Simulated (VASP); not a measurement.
Crystal: Nb2SiO2.

```xyz
5
Lattice="-1.9208 2.5139 3.6798 1.9208 -2.5139 3.6798 1.9208 2.5139 -3.6798" Properties=species:S:1:pos:R:3 pbc="T T T"
Nb    0.0000    0.0000    5.7804
Nb    0.0000    0.0000    1.5792
Si    1.9208    0.0000    0.0000
O     0.0000    2.5139    0.0000
O     0.0000    0.0000    3.6798
```

The cell was built by a generator and needn't be a form met in nature.

| Quantity | Value |
| --- | --- |
| Program | VASP 6.6.1 |
| Task | relaxation of cell and atoms |
| Functional | PBE |
| Potentials or basis | VASP PAW PBE potentials, release 64 (Nb_sv, Si, O) |
| Cutoff | 520 eV |
| k mesh | 5 × 5 × 5 |
| Occupations | gaussian, width 0.15 eV |
| Spin | no spin polarisation |

At the start: pressure -2.5 GPa; volume 14.21 Å³/atom.

Problem. Where does the relaxation end?

Solution. Over 21 steps the energy falls by 948.8 meV/atom and the volume is 12.35 Å³/atom (-13.1 %); space group Immm (No. 71, to 0.05 Å).

Step by step:
```tsv
step	energy change (eV)	largest force (eV/Å)	pressure (GPa)	volume (Å³)
1	0.0000	3.2009	-2.53	71.07
2	-1.1973	1.0503	3.26	68.40
3	-1.2037	2.0572	5.53	68.01
4	-1.2111	1.5303	4.46	68.19
5	-1.7247	1.1639	-8.70	71.00
6	-1.9641	1.9786	-20.58	73.93
7	-2.1720	2.3781	-21.08	73.49
8	-2.7427	3.0731	-21.66	71.84
9	-2.5634	3.6152	-7.38	67.14
10	-2.9521	3.4301	-20.34	70.85
11	-3.0553	3.5673	-17.86	69.74
12	-3.4993	3.3900	-12.74	67.23
13	-3.9069	2.4288	1.44	62.77
14	-4.2924	1.6343	0.19	62.47
15	-4.6314	0.7849	-0.20	61.94
16	-4.4859	0.4850	3.85	60.66
17	-4.7098	0.4093	0.25	61.53
18	-4.7104	0.3565	0.47	61.48
19	-4.7259	0.2906	0.43	61.56
20	-4.7433	0.0245	0.27	61.80
21	-4.7441	0.0781	0.22	61.76
```

Final structure:
```yaml
crystal:
  lattice:
    - [-2.51821, 1.69589, 3.61537]
    - [2.51821, -1.69589, 3.61537]
    - [2.51821, 1.69589, -3.61537]
  atoms:
    - { symbol: Nb, position: [0.81501, 0.81501, 0.00000] }
    - { symbol: Nb, position: [0.18499, 0.18499, 0.00000] }
    - { symbol: Si, position: [0.00000, 0.50000, 0.50000] }
    - { symbol: O, position: [0.50000, 0.00000, 0.50000] }
    - { symbol: O, position: [0.50000, 0.50000, 0.00000] }
```

Caveat: the k mesh is coarse (spacing up to 0.41 Å⁻¹), so the values aren't converged.
